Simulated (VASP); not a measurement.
Calculation: PBE GGA, VASP's PBE PAW potentials (set 64) (plane waves; VASP 6.6.1).

Input for VASP

KPOINTS:
```
Automatic mesh
0
gamma
 6 6 6
0 0 0
```

INCAR:
```
SYSTEM = CeO2
PREC = Accurate; ENCUT = 520; LREAL = .FALSE.
LASPH = .TRUE.
EDIFF = 1E-6; NELM = 100; ALGO = Damped
LMAXMIX = 6
ISMEAR = 0; SIGMA = 0.05
GGA = PE
ISIF = 2
LWAVE = .FALSE.; LCHARG = .FALSE.
```

File POSCAR:
```
CeO2
1
    0.0000000000     2.7015010000     2.7759240000
    2.7358450000     0.0000000000     2.7759240000
    2.7358450000     2.7015010000     0.0000000000
Ce O
1 2
Direct
  0.0000000000   0.0000000000   0.0000000000
  0.2500000000   0.2500000000   0.2500000000
  0.7462460000   0.7537540000   0.7537540000
```

POTCAR, in this order: Ce O (PBE.64 set). Program: vasp_std.

Output of the run:

File OUTCAR:
```
 ion  position               nearest neighbor table
   1  0.000  0.000  0.000-   3 2.36   3 2.36   2 2.37   2 2.37   2 2.37   2 2.37   3 2.38   3 2.38
  LATTYP: Found a face centered orthorhombic cell.
 ALAT       =     5.4030020000
 B/A-ratio  =     1.0127129326
 C/A-ratio  =     1.0275487590
 Subroutine PRICEL returns:
 Original cell was already a primitive cell.
 Subroutine GETGRP returns: Found  2 space group operations
The static configuration has the point symmetry C_2 .
The dynamic configuration has the point symmetry C_2 .
 Subroutine INISYM returns: Found  2 space group operations
 Subroutine IBZKPT returns following result:
 Found     68 irreducible k-points:

 Following reciprocal coordinates:
            Coordinates               Weight
  0.000000  0.000000  0.000000      1.000000
  0.166667 -0.000000 -0.000000      4.000000
  0.000000  0.000000  0.166667      4.000000
  0.333333 -0.000000 -0.000000      4.000000
  0.000000  0.000000  0.333333      4.000000
  0.500000  0.000000  0.000000      2.000000
  0.000000  0.000000  0.500000      2.000000
  0.166667  0.166667  0.000000      2.000000
...
```

File OSZICAR:
```
...
DMP:  12    -0.231144784209E+02   -0.14827E+01   -0.10774E+01  1088   0.266E+01   0.959E-01
DMP:  13    -0.238907280608E+02   -0.77625E+00   -0.64871E+00  1088   0.116E+01   0.121E+01
DMP:  14    -0.244058314847E+02   -0.51510E+00   -0.52285E+00  1088   0.934E+00   0.978E+00
DMP:  15    -0.248314815933E+02   -0.42565E+00   -0.38509E+00  1088   0.655E+00   0.806E+00
DMP:  16    -0.251622330151E+02   -0.33075E+00   -0.27687E+00  1088   0.426E+00   0.698E+00
DMP:  17    -0.254063575857E+02   -0.24412E+00   -0.20430E+00  1088   0.309E+00   0.528E+00
DMP:  18    -0.255850851216E+02   -0.17873E+00   -0.14229E+00  1088   0.209E+00   0.384E+00
DMP:  19    -0.257094380060E+02   -0.12435E+00   -0.98842E-01  1088   0.146E+00   0.266E+00
DMP:  20    -0.257959411298E+02   -0.86503E-01   -0.69546E-01  1088   0.103E+00   0.185E+00
DMP:  21    -0.258574165806E+02   -0.61475E-01   -0.51668E-01  1088   0.783E-01   0.133E+00
DMP:  22    -0.259030677884E+02   -0.45651E-01   -0.41801E-01  1088   0.667E-01   0.991E-01
DMP:  23    -0.259377147560E+02   -0.34647E-01   -0.44531E-01  1088   0.853E-01   0.681E-01
DMP:  24    -0.259608268462E+02   -0.23112E-01   -0.77473E-01  1088   0.192E+00   0.547E-02
DMP:  25    -0.259630993265E+02   -0.22725E-02   -0.21188E+00  1088   0.603E+00  -0.191E+00
DMP:  26    -0.259169316348E+02    0.46168E-01   -0.49972E+00  1088   0.152E+01  -0.713E+00
DMP:  27    -0.258088258160E+02    0.10811E+00   -0.12377E+01  1088   0.385E+01  -0.197E+01
DMP:  28    -0.255829885557E+02    0.22584E+00   -0.17429E+01  1088   0.573E+01  -0.359E+01
DMP:  29    -0.255542767302E+02    0.28712E-01   -0.24362E+01  1088   0.819E+01  -0.550E+01
DMP:  30    -0.254479901478E+02    0.10629E+00   -0.19273E+01  1088   0.681E+01  -0.522E+01
DMP:  31    -0.257700074481E+02   -0.32202E+00   -0.11971E+01  1088   0.459E+01  -0.417E+01
DMP:  32    -0.259159960028E+02   -0.14599E+00   -0.53039E+00  1088   0.205E+01  -0.189E+01
DMP:  33    -0.260546771072E+02   -0.13868E+00   -0.15709E+00  1088   0.677E+00  -0.745E+00
DMP:  34    -0.261077728052E+02   -0.53096E-01   -0.27543E-01  1088   0.113E+00  -0.115E+00
DMP:  35    -0.261256977823E+02   -0.17925E-01   -0.95463E-02  1088   0.161E-01   0.204E-01
DMP:  36    -0.261344579178E+02   -0.87601E-02   -0.12860E-01  1088   0.246E-01   0.199E-01
DMP:  37    -0.261433988112E+02   -0.89409E-02   -0.12715E-01  1088   0.270E-01   0.127E-01
DMP:  38    -0.261529474420E+02   -0.95486E-02   -0.10732E-01  1088   0.208E-01   0.158E-01
DMP:  39    -0.261622598722E+02   -0.93124E-02   -0.93357E-02  1088   0.158E-01   0.197E-01
DMP:  40    -0.261710679574E+02   -0.88081E-02   -0.88817E-02  1088   0.143E-01   0.207E-01
DMP:  41    -0.261794900464E+02   -0.84221E-02   -0.84457E-02  1088   0.135E-01   0.199E-01
DMP:  42    -0.261873934151E+02   -0.79034E-02   -0.77575E-02  1088   0.124E-01   0.184E-01
DMP:  43    -0.261945247704E+02   -0.71314E-02   -0.68083E-02  1088   0.108E-01   0.162E-01
DMP:  44    -0.262006044744E+02   -0.60797E-02   -0.56101E-02  1088   0.892E-02   0.134E-01
DMP:  45    -0.262053963748E+02   -0.47919E-02   -0.44044E-02  1088   0.724E-02   0.988E-02
DMP:  46    -0.262088330375E+02   -0.34367E-02   -0.33148E-02  1088   0.592E-02   0.619E-02
DMP:  47    -0.262110324014E+02   -0.21994E-02   -0.25672E-02  1088   0.540E-02   0.265E-02
DMP:  48    -0.262123287786E+02   -0.12964E-02   -0.20103E-02  1088   0.499E-02   0.883E-04
DMP:  49    -0.262130938235E+02   -0.76504E-03   -0.15640E-02  1088   0.438E-02  -0.124E-02
DMP:  50    -0.262136310458E+02   -0.53722E-03   -0.10720E-02  1088   0.314E-02  -0.121E-02
DMP:  51    -0.262140622613E+02   -0.43122E-03   -0.63925E-03  1088   0.180E-02  -0.537E-03
DMP:  52    -0.262144066021E+02   -0.34434E-03   -0.37415E-03  1088   0.888E-03   0.123E-03
DMP:  53    -0.262146796704E+02   -0.27307E-03   -0.27146E-03  1088   0.516E-03   0.426E-03
DMP:  54    -0.262149138481E+02   -0.23418E-03   -0.23326E-03  1088   0.396E-03   0.490E-03
DMP:  55    -0.262151281030E+02   -0.21425E-03   -0.21147E-03  1088   0.343E-03   0.486E-03
DMP:  56    -0.262153261523E+02   -0.19805E-03   -0.19908E-03  1088   0.322E-03   0.459E-03
DMP:  57    -0.262155110871E+02   -0.18493E-03   -0.18972E-03  1088   0.312E-03   0.425E-03
DMP:  58    -0.262156838885E+02   -0.17280E-03   -0.18019E-03  1088   0.302E-03   0.388E-03
DMP:  59    -0.262158443489E+02   -0.16046E-03   -0.16739E-03  1088   0.285E-03   0.350E-03
DMP:  60    -0.262159910262E+02   -0.14668E-03   -0.15401E-03  1088   0.265E-03   0.313E-03
DMP:  61    -0.262161216962E+02   -0.13067E-03   -0.14553E-03  1088   0.262E-03   0.267E-03
DMP:  62    -0.262162358382E+02   -0.11414E-03   -0.14355E-03  1088   0.281E-03   0.205E-03
DMP:  63    -0.262163348265E+02   -0.98988E-04   -0.14730E-03  1088   0.316E-03   0.136E-03
DMP:  64    -0.262164192485E+02   -0.84422E-04   -0.16388E-03  1088   0.390E-03   0.511E-04
DMP:  65    -0.262164875219E+02   -0.68273E-04   -0.19897E-03  1088   0.523E-03  -0.673E-04
DMP:  66    -0.262165428900E+02   -0.55368E-04   -0.24860E-03  1088   0.707E-03  -0.225E-03
DMP:  67    -0.262165878516E+02   -0.44962E-04   -0.29298E-03  1088   0.883E-03  -0.394E-03
DMP:  68    -0.262166346085E+02   -0.46757E-04   -0.29725E-03  1088   0.936E-03  -0.504E-03
DMP:  69    -0.262166890588E+02   -0.54450E-04   -0.23726E-03  1088   0.772E-03  -0.468E-03
DMP:  70    -0.262167511978E+02   -0.62139E-04   -0.14412E-03  1088   0.470E-03  -0.287E-03
DMP:  71    -0.262168047181E+02   -0.53520E-04   -0.73410E-04  1088   0.219E-03  -0.918E-04
DMP:  72    -0.262168449737E+02   -0.40256E-04   -0.41286E-04  1088   0.971E-04   0.160E-04
DMP:  73    -0.262168763802E+02   -0.31407E-04   -0.29482E-04  1088   0.533E-04   0.534E-04
DMP:  74    -0.262169036337E+02   -0.27253E-04   -0.25515E-04  1088   0.403E-04   0.616E-04
DMP:  75    -0.262169281316E+02   -0.24498E-04   -0.24269E-04  1088   0.386E-04   0.579E-04
DMP:  76    -0.262169510343E+02   -0.22903E-04   -0.22780E-04  1088   0.366E-04   0.532E-04
DMP:  77    -0.262169724089E+02   -0.21375E-04   -0.21444E-04  1088   0.349E-04   0.490E-04
DMP:  78    -0.262169920367E+02   -0.19628E-04   -0.20246E-04  1088   0.338E-04   0.441E-04
DMP:  79    -0.262170098362E+02   -0.17799E-04   -0.19627E-04  1088   0.348E-04   0.374E-04
DMP:  80    -0.262170253916E+02   -0.15555E-04   -0.19897E-04  1088   0.388E-04   0.286E-04
DMP:  81    -0.262170389869E+02   -0.13595E-04   -0.21481E-04  1088   0.472E-04   0.170E-04
DMP:  82    -0.262170503768E+02   -0.11390E-04   -0.24036E-04  1088   0.587E-04   0.351E-05
DMP:  83    -0.262170607015E+02   -0.10325E-04   -0.26420E-04  1088   0.698E-04  -0.994E-05
DMP:  84    -0.262170698758E+02   -0.91743E-05   -0.26815E-04  1088   0.746E-04  -0.198E-04
DMP:  85    -0.262170792771E+02   -0.94013E-05   -0.23526E-04  1088   0.670E-04  -0.214E-04
DMP:  86    -0.262170884199E+02   -0.91428E-05   -0.17308E-04  1088   0.482E-04  -0.129E-04
DMP:  87    -0.262170972173E+02   -0.87974E-05   -0.11355E-04  1088   0.285E-04  -0.208E-06
DMP:  88    -0.262171047083E+02   -0.74909E-05   -0.79124E-05  1088   0.164E-04   0.890E-05
DMP:  89    -0.262171112685E+02   -0.65602E-05   -0.65558E-05  1088   0.117E-04   0.124E-04
DMP:  90    -0.262171172205E+02   -0.59520E-05   -0.58375E-05  1088   0.961E-05   0.131E-04
DMP:  91    -0.262171227226E+02   -0.55021E-05   -0.53893E-05  1088   0.874E-05   0.124E-04
DMP:  92    -0.262171277600E+02   -0.50374E-05   -0.50692E-05  1088   0.832E-05   0.114E-04
DMP:  93    -0.262171323819E+02   -0.46219E-05   -0.50034E-05  1088   0.872E-05   0.991E-05
DMP:  94    -0.262171364635E+02   -0.40816E-05   -0.53079E-05  1088   0.103E-04   0.774E-05
DMP:  95    -0.262171400595E+02   -0.35959E-05   -0.63297E-05  1088   0.143E-04   0.404E-05
DMP:  96    -0.262171428763E+02   -0.28169E-05   -0.81639E-05  1088   0.211E-04  -0.169E-05
DMP:  97    -0.262171453518E+02   -0.24754E-05   -0.10154E-04  1088   0.288E-04  -0.882E-05
DMP:  98    -0.262171474784E+02   -0.21266E-05   -0.10973E-04  1088   0.330E-04  -0.146E-04
DMP:  99    -0.262171499870E+02   -0.25086E-05   -0.96691E-05  1088   0.301E-04  -0.156E-04
DMP: 100    -0.262171525715E+02   -0.25845E-05   -0.67259E-05  1088   0.211E-04  -0.112E-04
   1 F= -.26217153E+02 E0= -.26217153E+02  d E =-.642282E-19
```

**OUTCAR**
```
------------------------ aborting loop EDIFF was not reached (unconverged)  ----------------------------
  FORCE on cell =-STRESS in cart. coord.  units (eV):
  Direction    XX          YY          ZZ          XY          YZ          ZX
  --------------------------------------------------------------------------------------
  Total       -0.2259369      0.5198321     -1.1117789      0.0000000      0.0161603      0.0000000
  in kB       -8.8219276     20.2973575    -43.4105019      0.0000000      0.6309935      0.0000000
  external PRESSURE =     -10.6450240 kB  Pullay stress =       0.0000000 kB
  volume of cell :       41.03
      direct lattice vectors                 reciprocal lattice vectors
     0.000000000  2.701501000  2.775924000    -0.182758892  0.185082293  0.180120205
     2.735845000  0.000000000  2.775924000     0.182758892 -0.185082293  0.180120205
     2.735845000  2.701501000  0.000000000     0.182758892  0.185082293 -0.180120205
 POSITION                                       TOTAL-FORCE (eV/Angst)
 -----------------------------------------------------------------------------------
      0.00000      0.00000      0.00000         0.061383      0.000000      0.000000
      1.36792      1.35075      1.38796         0.072595      0.000000     -0.000000
      4.12431      4.05225      4.16389        -0.133978     -0.000000      0.000000
 -----------------------------------------------------------------------------------
    total drift:                               -0.000424     -0.000000     -0.000000
  FREE ENERGIE OF THE ION-ELECTRON SYSTEM (eV)
  ---------------------------------------------------
  free  energy   TOTEN  =       -26.2171525715 eV

  energy  without entropy=      -26.2171525715  energy(sigma->0) =      -26.21715257
```
(Selected blocks of OUTCAR.)

### stdout
```
...
DMP:  82    -0.262170503768E+02   -0.11390E-04   -0.24036E-04  1088   0.587E-04   0.351E-05
DMP:  83    -0.262170607015E+02   -0.10325E-04   -0.26420E-04  1088   0.698E-04  -0.994E-05
DMP:  84    -0.262170698758E+02   -0.91743E-05   -0.26815E-04  1088   0.746E-04  -0.198E-04
DMP:  85    -0.262170792771E+02   -0.94013E-05   -0.23526E-04  1088   0.670E-04  -0.214E-04
DMP:  86    -0.262170884199E+02   -0.91428E-05   -0.17308E-04  1088   0.482E-04  -0.129E-04
DMP:  87    -0.262170972173E+02   -0.87974E-05   -0.11355E-04  1088   0.285E-04  -0.208E-06
DMP:  88    -0.262171047083E+02   -0.74909E-05   -0.79124E-05  1088   0.164E-04   0.890E-05
DMP:  89    -0.262171112685E+02   -0.65602E-05   -0.65558E-05  1088   0.117E-04   0.124E-04
DMP:  90    -0.262171172205E+02   -0.59520E-05   -0.58375E-05  1088   0.961E-05   0.131E-04
DMP:  91    -0.262171227226E+02   -0.55021E-05   -0.53893E-05  1088   0.874E-05   0.124E-04
DMP:  92    -0.262171277600E+02   -0.50374E-05   -0.50692E-05  1088   0.832E-05   0.114E-04
DMP:  93    -0.262171323819E+02   -0.46219E-05   -0.50034E-05  1088   0.872E-05   0.991E-05
DMP:  94    -0.262171364635E+02   -0.40816E-05   -0.53079E-05  1088   0.103E-04   0.774E-05
DMP:  95    -0.262171400595E+02   -0.35959E-05   -0.63297E-05  1088   0.143E-04   0.404E-05
DMP:  96    -0.262171428763E+02   -0.28169E-05   -0.81639E-05  1088   0.211E-04  -0.169E-05
DMP:  97    -0.262171453518E+02   -0.24754E-05   -0.10154E-04  1088   0.288E-04  -0.882E-05
DMP:  98    -0.262171474784E+02   -0.21266E-05   -0.10973E-04  1088   0.330E-04  -0.146E-04
DMP:  99    -0.262171499870E+02   -0.25086E-05   -0.96691E-05  1088   0.301E-04  -0.156E-04
DMP: 100    -0.262171525715E+02   -0.25845E-05   -0.67259E-05  1088   0.211E-04  -0.112E-04
 final diagonalization occupied

 -----------------------------------------------------------------------------
|                                                                             |
|           W    W    AA    RRRRR   N    N  II  N    N   GGGG   !!!           |
|           W    W   A  A   R    R  NN   N  II  NN   N  G    G  !!!           |
|           W    W  A    A  R    R  N N  N  II  N N  N  G       !!!           |
|           W WW W  AAAAAA  RRRRR   N  N N  II  N  N N  G  GGG   !            |
|           WW  WW  A    A  R   R   N   NN  II  N   NN  G    G                |
|           W    W  A    A  R    R  N    N  II  N    N   GGGG   !!!           |
|                                                                             |
|     The electronic self-consistency was not achieved in the given           |
|     number of steps (NELM). The forces and other quantities evaluated       |
|     might not be reliable so examine the results carefully. If you find     |
|     spurious results, we suggest increasing NELM, if you were close to      |
|     convergence or switching to a different ALGO or adjusting the           |
|     density mixing parameters otherwise.                                    |
|                                                                             |
 -----------------------------------------------------------------------------

   1 F= -.26217153E+02 E0= -.26217153E+02  d E =-.642282E-19
```

Convergence was not reached.

The compound is CeO2 in the fluorite structure. The cell was not relaxed at this level, atoms are displaced from their ideal sites. The run is one of a series of settings (ALGO = Damped against the base run), some of them coarse on purpose. The run is not spin-polarised, so no magnetic state was tried.
